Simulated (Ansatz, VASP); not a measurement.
# C213N2 (N-V-N): VASP beside Ansatz

Aim: how closely do two programs agree when they are given the same cell, functional and k mesh? The structure shown is the end of the Ansatz relaxation below.

Method: plane waves, with VASP 6.6.1 beside it; single point at PBE, in Ansatz 0.2.0.

**1. The starting structure**

The cell holds 215 atoms: 213 C and 2 N. Cell: a = 10.715 Å, b = 10.715 Å, c = 10.715 Å, α = 90.0°, β = 90.0°, γ = 90.0°. It derives from C (C (Fd-3m)). Nearest the centre at fractional (0.417, 0.417, 0.417): C106 at 1.61 Å, C105 at 1.61 Å, N214 at 1.68 Å, N215 at 1.69 Å, C102 at 2.44 Å, C86 at 2.44 Å, C103 at 2.52 Å, C109 at 2.52 Å.

**2. Ansatz: relaxation, PBE**

Ansatz runs on its default PAW (the set named soft_2) files.

This run makes the geometry at which the two programs are then compared.

Contents of input.yaml:

```yaml
crystal:
  lattice:
    - [3.57156234, 0.0, 0.0]
    - [0.0, 3.57156234, 0.0]
    - [0.0, 0.0, 3.57156234]
  atoms:
    - { symbol: C, position: [0.0, 0.0, 0.0] }
    - { symbol: C, position: [0.0, 0.5, 0.5] }
    - { symbol: C, position: [0.5, 0.0, 0.5] }
    - { symbol: C, position: [0.5, 0.5, 0.0] }
    - { symbol: C, position: [0.25, 0.25, 0.25] }
    - { symbol: C, position: [0.25, 0.75, 0.75] }
    - { symbol: C, position: [0.75, 0.25, 0.75] }
    - { symbol: C, position: [0.75, 0.75, 0.25] }
  supercell: [3, 3, 3]
  defects:
    - { vacancy: 108 }
    - { substitution: { at: 104, symbol: "N" } }
    - { substitution: { at: 105, symbol: "N" } }
basis:
  ecutwfc: 420
  xc_grid: 2
hamiltonian:
  xc: pbe
kpoints:
  mp_grid: { grid: [1, 1, 1] }
scf:
  occupations: { method: fermi_dirac, width: 0.01 }
  max_iter: 100
output:
  forces: true
  charged_corrections:
    epsilon: 5.85
    static_epsilon: 5.85
    defect_position: [0.416667, 0.416667, 0.416667]
relax:
  f_tol: 0.01
  max_steps: 80
  random_displacement: { amplitude: 0.05, seed: 5273 }
checkpoint:
  write: "../q0.relax_smeared.run"
  compress: false
  write_wavefunctions: true
  write_every: 100000
```

The run is started by

```sh
$ ansatz run input.yaml --threads 12 --pin off --max-ram 56524MiB --backend cuda --events-out ev --progress --plain --runs-dir out
```

Numbers of over 12 decimals in the logs are rounded to 6 here.

Log:

```text
Engine: ansatz 0.2.0, aarch64-unknown-linux-gnu
Pseudopotentials: kind: paw
Pseudopotential: C, paw, valence charge 4, recommended cutoff 420 eV (normal), C.paw.azcp
Pseudopotential: N, paw, valence charge 5, recommended cutoff 420 eV (normal), N.paw.azcp
Functional definition: PBE
  parameter kappa = 0.804
  parameter beta = 0.066725
  exchange = pbe_x(kappa = kappa, mu = beta*pi^2/3)
  correlation = pbe_c(beta = beta)
[...]
Crystal: 215 atoms, lattice volume = 1230.094 Å³
Basis set: ecut = 420 eV, 23871 PW (Γ), exchange–correlation on 144×144×144 points (8 copies of the dense FFT grid, shifted against one another)
Bands: 646, of which v1, the nominal top of the filled ones, is band 431 counted from 1 (430 counted from 0)
Symmetry: 1 space group operations
k-points: 1
Non-local potential: C, projectors of the file, l = 0: 2, l = 1: 2, l = 2: 1
Non-local potential: N, projectors of the file, l = 0: 2, l = 1: 2, l = 2: 1
PAW form: soft (Blöchl's): semilocal exchange-correlation on the pseudo side does not see the compensation charge
PAW one-centre angular grid: C, 110 points (default); XC on 64 Gauss nodes
PAW one-centre angular grid: N, 110 points (default); XC on 64 Gauss nodes
Initial density: superposition of atomic densities (neutral atoms: chi_scale 0, normalization atom), corrected by the library's trained network
Initial wavefunctions: pseudopotential atomic-orbital guess
[...]
Functional: x = pbe(κ = 0.804, μ = 0.219515), c = pbe(β = 0.066725)
SCF iter   1: F=—  HF=-54169.896446 eV  |F-HF|=—  |Δ(HF+E_count)|=         —  Δρ=5.99e-3  dr2=6.47e-1  ethr=1.77e-3  ⟨swp⟩=6.0  Hψ=2642  notcnv=0  defer=127
preconditioner: auto → Resta (q_TF=auto, 2.571 Å⁻¹)  ε∞=4.4  [insulator: Δε(μ)=0.929 eV  Ē_g=16.808 eV  σ=0.010 eV  W_gap=1.00  n_scr=364 (ndim 8)  ℏωp=31.1 eV  f_vac=0.000  D(μ)=0.00/eV (n_scr^D=0)  ε∞_Penn≈4.4]
SCF iter   2: F=—  HF=-54169.805442 eV  |F-HF|=—  |Δ(HF+E_count)|=   9.10e-2  Δρ=3.06e-3  dr2=2.10e-1  ethr=7.51e-5  ⟨swp⟩=2.0  Hψ=802  notcnv=0  defer=208
[...]
SCF iter   6: F=-54169.763119 eV  HF=-54169.763120 eV  |F-HF|=4.22e-7  |Δ(HF+E_count)|=   2.28e-6  Δρ=1.31e-5  dr2=1.60e-6  ethr=2.90e-10  ⟨swp⟩=3.0  Hψ=1751  notcnv=0
SCF 1 converged in 6 iterations: F = -54169.763119 eV  dr2 = 1.60e-6
  greatest PAW one-centre occupation: 0.798 electrons in one spin orbital (limit 2), on the N atom at site 104 (counted from 0), in its partial waves of l = 0
relax step   1: F+E_penalty+E_count = -54169.76311928 eV  Δ(F+E_penalty+E_count) = +0.000e0 eV  max|allowed force component| = 4.048e0 eV/Å  Δτ_max = 0.0000 Å  (6 SCF iters, dr2 threshold 2.50e-6 eV, accepted)
[...]
relax step   2: F+E_penalty+E_count = -54180.46298987 eV  Δ(F+E_penalty+E_count) = -1.070e1 eV  max|allowed force component| = 1.995e0 eV/Å  Δτ_max = 0.1593 Å  (6 SCF iters, dr2 threshold 1.00e-4 eV, accepted)
[...]
relax step   3: F+E_penalty+E_count = -54182.84060213 eV  Δ(F+E_penalty+E_count) = -2.378e0 eV  max|allowed force component| = 6.602e-1 eV/Å  Δτ_max = 0.0638 Å  (6 SCF iters, dr2 threshold 1.00e-4 eV, accepted)
[...]
relax step   4: F+E_penalty+E_count = -54182.89138450 eV  Δ(F+E_penalty+E_count) = -5.078e-2 eV  max|allowed force component| = 8.232e-2 eV/Å  Δτ_max = 0.0197 Å  (6 SCF iters, dr2 threshold 4.77e-5 eV, accepted)
[...]
relax step   5: F+E_penalty+E_count = -54182.89350397 eV  Δ(F+E_penalty+E_count) = -2.119e-3 eV  max|allowed force component| = 2.912e-2 eV/Å  Δτ_max = 0.0035 Å  (6 SCF iters, dr2 threshold 4.24e-7 eV, accepted)
[...]
relax step   6: F+E_penalty+E_count = -54182.89368887 eV  Δ(F+E_penalty+E_count) = -1.849e-4 eV  max|allowed force component| = 2.519e-2 eV/Å  Δτ_max = 0.0036 Å  (6 SCF iters, accepted)
[...]
relax step   7: F+E_penalty+E_count = -54182.89374480 eV  Δ(F+E_penalty+E_count) = -5.594e-5 eV  max|allowed force component| = 5.939e-3 eV/Å  Δτ_max = 0.0008 Å  (6 SCF iters, accepted)
[...]
SCF converged after 6 iterations
[...]
- { symbol: C, position: [0.916931, 0.083526, 0.583316] }
    - { symbol: C, position: [0.916987, 0.249835, 0.416598] }
    - { symbol: C, position: [0.666612, 0.00022732, 0.666599] }
    - { symbol: C, position: [0.666614, 0.166748, 0.833122] }
    - { symbol: C, position: [0.833328, 8.039697641563217e-6, 0.833338] }
    - { symbol: C, position: [0.833645, 0.166721, 0.666627] }
    - { symbol: C, position: [0.749989, 0.083468, 0.749879] }
    - { symbol: C, position: [0.749799, 0.249909, 0.916678] }
    - { symbol: C, position: [0.916685, 0.083239, 0.916530] }
    - { symbol: C, position: [0.916931, 0.250031, 0.749827] }
    - { symbol: C, position: [0.666333, 0.333213, 0.000294882] }
    - { symbol: C, position: [0.667826, 0.499481, 0.166464] }
    - { symbol: C, position: [0.833797, 0.332952, 0.166412] }
    - { symbol: C, position: [0.833473, 0.499778, 8.214511780015415e-5] }
    - { symbol: C, position: [0.750373, 0.416308, 0.083297] }
    - { symbol: C, position: [0.750424, 0.583012, 0.250339] }
    - { symbol: C, position: [0.916986, 0.416403, 0.250030] }
    - { symbol: C, position: [0.916926, 0.583121, 0.083721] }
    - { symbol: C, position: [0.668529, 0.332680, 0.332872] }
    - { symbol: C, position: [0.668526, 0.500476, 0.500670] }
    - { symbol: C, position: [0.833973, 0.333299, 0.500051] }
    - { symbol: C, position: [0.833971, 0.499856, 0.333495] }
    - { symbol: C, position: [0.750929, 0.416578, 0.416771] }
    - { symbol: C, position: [0.750746, 0.583550, 0.583747] }
[...]
- { symbol: C, position: [0.666556, 0.666609, 0.666806] }
    - { symbol: C, position: [0.666567, 0.833327, 0.833525] }
    - { symbol: C, position: [0.833197, 0.666682, 0.833693] }
    - { symbol: C, position: [0.833198, 0.833497, 0.666878] }
    - { symbol: C, position: [0.749828, 0.750048, 0.750244] }
    - { symbol: C, position: [0.749934, 0.916575, 0.916771] }
    - { symbol: C, position: [0.916679, 0.749913, 0.917016] }
    - { symbol: C, position: [0.916682, 0.916820, 0.750107] }
```

In the SCF lines HF is the Harris–Foulkes energy and dr2 the Hartree energy of the density residual, in eV; the loop may stop once dr2 is under the threshold and the program's other checks hold. Hψ counts applications of the Hamiltonian.

**3. VASP: single point, PBE**

The same cell, functional, mesh and smearing now go to VASP, with its own data sets.

Lines of VASP's logs that name or quote its potential files are left out, and so is its time.

Contents of INCAR:

```
SYSTEM = C213N2
PREC = Accurate
ENCUT = 520
EDIFF = 1E-06
NELM = 120
ISMEAR = -1
SIGMA = 0.01
LREAL = Auto
ALGO = Normal
GGA = PE
NBANDS = 581
LORBIT = 11
LWAVE = .FALSE.
LCHARG = .FALSE.
ISIF = 2
LASPH = .TRUE.
GGA_COMPAT = .FALSE.
EFERMI = MIDGAP
```

Contents of POSCAR:

```
C213N2
1.0
   10.7146870200      0.0000000000      0.0000000000
    0.0000000000     10.7146870200      0.0000000000
    0.0000000000      0.0000000000     10.7146870200
C N
213 2
Direct
    0.0000045400      0.9997500000      0.9999470000
    0.9997170000      0.1660700000      0.1662700000
[... 9 atom lines left out ...]
    0.1653100000      0.1654100000      0.3327500000
[... 3 atom lines left out ...]
    0.2498800000      0.2503700000      0.4123600000
[... 10 atom lines left out ...]
    0.1653100000      0.3325500000      0.1656100000
[... 3 atom lines left out ...]
    0.2498800000      0.4121700000      0.2505700000
[... 3 atom lines left out ...]
    0.1684000000      0.3351600000      0.4982000000
    0.1683900000      0.4980000000      0.3353700000
    0.0833400000      0.4165800000      0.4167800000
[... 1 atom line left out ...]
    0.2498700000      0.4210000000      0.5829900000
    0.2498700000      0.5827900000      0.4212000000
[... 3 atom lines left out ...]
    0.1653100000      0.5006100000      0.6679500000
[... 14 atom lines left out ...]
    0.1653100000      0.6677500000      0.5008100000
[... 14 atom lines left out ...]
    0.3329500000      0.1651600000      0.1653600000
[... 3 atom lines left out ...]
    0.4128400000      0.2497300000      0.2499300000
[... 3 atom lines left out ...]
    0.3340700000      0.1690200000      0.4974200000
[... 1 atom line left out ...]
    0.4988300000      0.1679700000      0.3335700000
    0.4168000000      0.0839100000      0.4162600000
    0.4168900000      0.2554100000      0.5779400000
[... 1 atom line left out ...]
    0.5840700000      0.2515100000      0.4159400000
[... 3 atom lines left out ...]
    0.5005200000      0.1682400000      0.6651200000
[... 5 atom lines left out ...]
    0.3340600000      0.4972200000      0.1692200000
    0.4988300000      0.3333800000      0.1681700000
[... 1 atom line left out ...]
    0.4168000000      0.4160600000      0.0841100000
    0.4168900000      0.5777500000      0.2556100000
    0.5840700000      0.4157600000      0.2517000000
[... 1 atom line left out ...]
    0.5095600000      0.3331700000      0.5001800000
    0.5095600000      0.4999900000      0.3333700000
    0.4128400000      0.5834200000      0.5836200000
    0.5840700000      0.4174000000      0.5818400000
    0.5840700000      0.5816500000      0.4175900000
    0.3340600000      0.3359300000      0.6643400000
[... 2 atom lines left out ...]
    0.4988300000      0.4997800000      0.6653800000
    0.4168000000      0.4170900000      0.7494400000
[... 5 atom lines left out ...]
    0.5005200000      0.6649200000      0.1684300000
[... 5 atom lines left out ...]
    0.3340600000      0.6641400000      0.3361400000
[... 1 atom line left out ...]
    0.4988300000      0.6651800000      0.4999700000
[... 1 atom line left out ...]
    0.4167900000      0.7492400000      0.4172900000
[... 20 atom lines left out ...]
    0.6678300000      0.1662700000      0.4996700000
[... 15 atom lines left out ...]
    0.6678300000      0.4994800000      0.1664600000
[... 6 atom lines left out ...]
    0.6685300000      0.3326800000      0.3328700000
    0.6685300000      0.5004800000      0.5006700000
[... 2 atom lines left out ...]
    0.7509300000      0.4165800000      0.4167700000
[... 3 atom lines left out ...]
    0.6678300000      0.3336700000      0.6670800000
[... 15 atom lines left out ...]
    0.6678200000      0.6668900000      0.3338700000
[... 15 atom lines left out ...]
    0.3260200000      0.3257000000      0.3259000000
    0.3260200000      0.5074600000      0.5076600000
```

Contents of KPOINTS:

```
Automatic mesh
0
Gamma
1 1 1
0 0 0
```

The projector-augmented-wave data sets are C and N (PBE family, release 64).

The run is started by

```sh
$ export OMP_NUM_THREADS=3
$ mpirun -np 1 vasp_gam
```

Log:

```text
[banner, memory and clock lines left out]
running    1 mpi-ranks, on    1 nodes
[...]
Offloading initialized ...    1 GPUs detected
[...]
LDA part: xc-table for (Slater+PW92), standard interpolation
 POSCAR, INCAR and KPOINTS ok, starting setup
[...]
entering main loop
       N       E                     dE             d eps       ncg     rms          rms(c)
DAV:   1     0.616783727674E+04    0.61678E+04   -0.52573E+05  1162   0.155E+03
DAV:   2    -0.141155254844E+04   -0.75794E+04   -0.70991E+04  1519   0.354E+02
DAV:   3    -0.199968901320E+04   -0.58814E+03   -0.58136E+03  1460   0.935E+01
DAV:   4    -0.201398026750E+04   -0.14291E+02   -0.14219E+02  1452   0.159E+01
[...]
DAV:  13    -0.194650876452E+04   -0.93184E-04   -0.17826E-04  1412   0.217E-02    0.127E-02
DAV:  14    -0.194650876538E+04   -0.85472E-06   -0.28860E-05  1428   0.754E-03    0.660E-03
DAV:  15    -0.194650876553E+04   -0.15164E-06   -0.47679E-06  1252   0.295E-03
   1 F= -.19465088E+04 E0= -.19465088E+04  d E =0.000000E+00
```

From OUTCAR (step 3):

```text
  FREE ENERGIE OF THE ION-ELECTRON SYSTEM (eV)
  ---------------------------------------------------
  free  energy   TOTEN  =     -1946.5087655306 eV

  energy  without entropy=    -1946.5087655306  energy(sigma->0) =    -1946.50876553
```

The run ends at a pressure of 0.43 GPa, with forces up to 0.035 eV/Å.

**4. Side by side**

Known differences besides the potentials themselves: the cutoff is 420 eV in Ansatz and 520 eV in VASP (PREC = Accurate, projectors in real space). Total energies have different zeros and are not compared.

The two programs side by side:

```csv
quantity,Ansatz,VASP,difference
gap on the k mesh (eV),1.152,1.150,+0.002
```

At this near-relaxed geometry the largest component of a force difference is 35 meV/Å. A gap on the mesh is an upper bound, since the band edges may lie between its points.

**5. Results**

```json
{
 "difference in gap on the k mesh (single point, PBE)": "0.0019 eV"
}
```

In words: The difference in gap on the k mesh is 0.0019 eV (single point, PBE), within the 0.08 eV picked in this series as the mark of a large difference. Such differences can come from data sets, numerical settings and the points named under the comparisons, not from the functional's error against experiment.

[Lines on the potential files, build, host, timing and source positions are cut from VASP's logs without a mark.]

[Logs are printed without paths, hosts, clocks, repeated set-up lines and the standing remarks that a program may print on its own settings, such as how far it seeks lower states.]

[Hosts, paths, dates, database ids (printed as entryN), source tags and the programs' standing remarks are cut or masked in the printed files.]
